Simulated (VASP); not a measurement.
Given:

```
CELL_PARAMETERS angstrom
      0.00000     3.05267     3.05267
      3.05267     0.00000     3.05267
      3.05267     3.05267     0.00000
ATOMIC_POSITIONS crystal
  Ge 0.00000 0.00000 0.00000
  S  0.25000 0.25000 0.25000
  S  0.75000 0.75000 0.75000
```

Calculation: PBEsol GGA, VASP's PBE PAW potentials (set 64) (plane waves; VASP 6.6.1). Run with 400 eV cut-off, Gaussian smearing of 0.050 eV, potentials Ge_d S.

Give the energies of bands 8 to 16 at the high-symmetry points, in eV from the Fermi level.

```tsv
band	Γ	X	U	L	W
8	-3.82	-9.41	-9.17	-7.15	-9.33
9	-3.48	-5.59	-5.26	-3.84	-6.08
10	-3.48	-5.59	-5.20	-3.84	-3.21
11	-3.48	-1.79	-1.26	-3.12	-3.21
12	-1.76	0.30	-0.61	-2.57	-0.43
13	-1.76	0.30	-0.58	-2.57	0.55
14	-1.76	1.04	0.79	1.29	0.73
15	1.97	3.55	4.37	4.42	3.31
16	1.97	5.85	4.90	4.42	5.26
```

It has no gap at this level: it comes out as a metal or semimetal.

The structure was generated: GeS2 was put into the fluorite type (Fm-3m), which need not be its known phase. It was relaxed first, which changed the volume by +25 %.
